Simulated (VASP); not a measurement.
**CsSb4As3: single point with r2SCAN**

Crystal: CsSb4As3.

```
CELL_PARAMETERS angstrom
4.62257 0.00000 0.00000
0.00000 4.62257 0.00000
0.00000 0.00000 11.08328
ATOMIC_POSITIONS crystal
Cs 0.00000 0.00000 0.50000
Sb 0.00000 0.50000 0.16323
Sb 0.50000 0.00000 0.16323
Sb 0.00000 0.50000 0.83677
Sb 0.50000 0.00000 0.83677
As 0.50000 0.50000 0.30150
As 0.50000 0.50000 0.69850
As 0.00000 0.00000 0.00000
```

The cell was built by a generator and needn't be a form met in nature.

| Item | Value |
| --- | --- |
| Program | VASP 6.6.1 |
| Task | single point |
| Functional | r2SCAN |
| Potentials or basis | VASP PAW PBE potentials, release 64 (Cs_sv, Sb, As) |
| Cutoff | 520 eV |
| k mesh | 7 × 7 × 3 |
| Occupations | fermi-dirac, width 0.1 eV |
| Spin | no spin polarisation |
| Dipole correction | no |
| Further INCAR settings | ALGO = Normal; EDIFF = 1e-07; NBANDS = 32 |

```yaml
Pressure: 5.6 GPa
Largest_force: 0.492 eV/Å
Band_gap_on_the_k_mesh: none (metal or under the smearing width)
```

Forces in eV/Å, atoms in the order of the input:
```
Cs   0.000  0.000  0.000
Sb   0.000  0.000  0.492
Sb   0.000  0.000  0.492
Sb   0.000  0.000 -0.492
Sb   0.000  0.000 -0.492
As   0.000  0.000  0.346
As   0.000  0.000 -0.346
As   0.000  0.000  0.000
```

Stress tensor (GPa, compression positive):
```
6.84 0.00 0.00
0.00 6.84 0.00
0.00 0.00 3.20
```

Levels at points of the mesh, in eV from the Fermi level:
| k point | band 19 | band 20 | band 21 | band 22 | band 23 | band 24 | band 25 | band 26 |
| --- | --- | --- | --- | --- | --- | --- | --- | --- |
| (0.00, 0.00, 0.00) | -2.32 | -2.05 | -1.46 | -0.95 | -0.21 | -0.21 | 0.96 | 1.40 |

It took 5.8 min on 1 thread of Intel(R) Xeon(R) 6975P-C (Granite Rapids), on a shared host, peak memory 0.45 GiB.

Caveat: the PAW data sets were made with another functional, which shifts forces and pressure a little. The run has no spin-orbit coupling, so splittings on Cs, Sb are missing.
